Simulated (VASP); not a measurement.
Energy against volume of Ag (fcc). All values below come from r2SCAN meta-GGA, VASP's PBE PAW potentials (set 64) (plane waves; VASP). Settings: 520 eV cut-off, 15×15×15 Γ-centred mesh, first-order Methfessel-Paxton smearing of 0.10 eV, potentials Ag.

```csv
V (Å³/atom),E (eV/atom)
16.267,-21.32950
16.786,-21.34716
17.305,-21.35244
17.824,-21.34766
```

Question: Fit these four points and predict the energy of the run at 18.344 Å³/atom.

Answer: A cubic in V^(−2/3), the third-order Birch-Murnaghan form, passes through the four points with V0 = 17.30 Å³/atom and B0 = 103 GPa, and gives -21.3347 eV/atom there. The run gave -21.3351 eV/atom, -0.4 meV/atom from the fit; all five points give B0 = 102 GPa.

The compound is Ag in the fcc structure. It was relaxed first.
